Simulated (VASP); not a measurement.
Consider the following.

```yaml
crystal:
  lattice:
    - [2.77931, 1.60464, 4.89427]
    - [-2.77931, 1.60464, 4.89427]
    - [0.00000, -3.20927, 4.89427]
  atoms:
    - { symbol: Gd, position: [0.36425, 0.36425, 0.36425] }
    - { symbol: Gd, position: [0.63575, 0.63575, 0.63575] }
    - { symbol: O, position: [0.22143, 0.55247, 0.96669] }
    - { symbol: O, position: [0.96669, 0.22143, 0.55247] }
    - { symbol: O, position: [0.55247, 0.96669, 0.22143] }
    - { symbol: O, position: [0.77857, 0.44753, 0.03331] }
    - { symbol: O, position: [0.03331, 0.77857, 0.44753] }
    - { symbol: O, position: [0.44753, 0.03331, 0.77857] }
    - { symbol: Sc, position: [0.14822, 0.14822, 0.14822] }
    - { symbol: Sc, position: [0.85178, 0.85178, 0.85178] }
```

Calculation: PBEsol GGA, VASP's PBE PAW potentials (set 64) (plane waves; VASP). Run with 520 eV cut-off, Gaussian smearing of 0.050 eV, potentials Gd_3 O Sc_sv.

The 4f electrons are frozen in the core of the lanthanide potential, so 4f levels, which can set the real gap, and their magnetism are missing.

Question: What does the run give for the band gap (along the path) with the smallest direct gap where there is one?

Answer: 
band gap (along the path): 4.30 eV
smallest direct gap (along the path): 4.41 eV

The absolute energy has meaning only against runs of the same code, potentials and settings.

The structure was generated: GdScO3 was put into the ilmenite type (R-3), which need not be its known phase. It was relaxed first.
